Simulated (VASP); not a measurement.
Crystal: CoO.

```xyz
2
Lattice="0.0000 2.1315 2.1315 2.1315 0.0000 2.1315 2.1315 2.1315 0.0000" Properties=species:S:1:pos:R:3 pbc="T T T"
Co    0.0000    0.0000    0.0000
O     2.1315    2.1315    2.1315
```

* Program: VASP 6.6.1
* Task: relaxation of cell and atoms
* Functional: r2SCAN
* Potentials or basis: VASP PAW PBE potentials, release 64 (Co, O)
* Cutoff: 600 eV
* k mesh: 12 × 12 × 12
* Occupations: gaussian, width 0.03 eV
* Spin: collinear spin, ferromagnetic start
* Starting moments: [3.0, 0.0] μB

At the start: pressure -7.9 GPa; volume 9.68 Å³/atom.

Task: Where does the relaxation end?

Result: Over 3 steps the energy falls by 9.7 meV/atom and the volume is 9.31 Å³/atom (-3.9 %); space group Fm-3m (No. 225, to 0.05 Å); moment 3.00 μB per cell.

The path:
| step | energy change (eV) | largest force (eV/Å) | pressure (GPa) | volume (Å³) |
| --- | --- | --- | --- | --- |
| 1 | 0.0000 | 0.0000 | -7.88 | 19.37 |
| 2 | -0.0077 | 0.0000 | 7.01 | 18.06 |
| 3 | -0.0194 | 0.0000 | 0.01 | 18.61 |

Final structure:
```
Co O
1.0
     0.00000    2.10347    2.10347
     2.10347    0.00000    2.10347
     2.10347    2.10347    0.00000
Co O
1 1
Cartesian
  0.0000 0.0000 0.0000
  2.1035 2.1035 2.1035
```

Caveat: the PAW data sets were made with another functional, which shifts forces and pressure a little; a cell with one magnetic atom can't hold antiferromagnetic order, which such compounds often take.
